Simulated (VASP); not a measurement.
The cell holds one SnS2 (1T layered) monolayer, with vacuum along c. Ionisation potential and electron affinity count from the cell's own band edges, surface states included.

Data:

```yaml
crystal:
  lattice:
    - [3.66208, 0.00000, 0.00000]
    - [-1.83104, 3.17146, 0.00000]
    - [0.00000, 0.00000, 18.66705]
  atoms:
    - { symbol: S, position: [0.66667, 0.33333, 0.42056] }
    - { symbol: S, position: [0.33333, 0.66667, 0.57944] }
    - { symbol: Sn, position: [0.00000, 0.00000, 0.50000] }
```

Method: PBE GGA with D3 dispersion (Becke-Johnson damping), VASP's PBE PAW potentials (set 64) (plane waves; VASP). Run with 400 eV cut-off, 12×12×1 Γ-centred mesh, Gaussian smearing of 0.050 eV, potentials S Sn_d.

```
Property                                        Value
----------------------------------------  -----------
energy to cut it from the bulk, per area  20.2 meV/Å²
ionisation potential                          6.75 eV
electron affinity                             5.17 eV
```

The cell is a sheet with vacuum, built from SnS2 (1T layered).
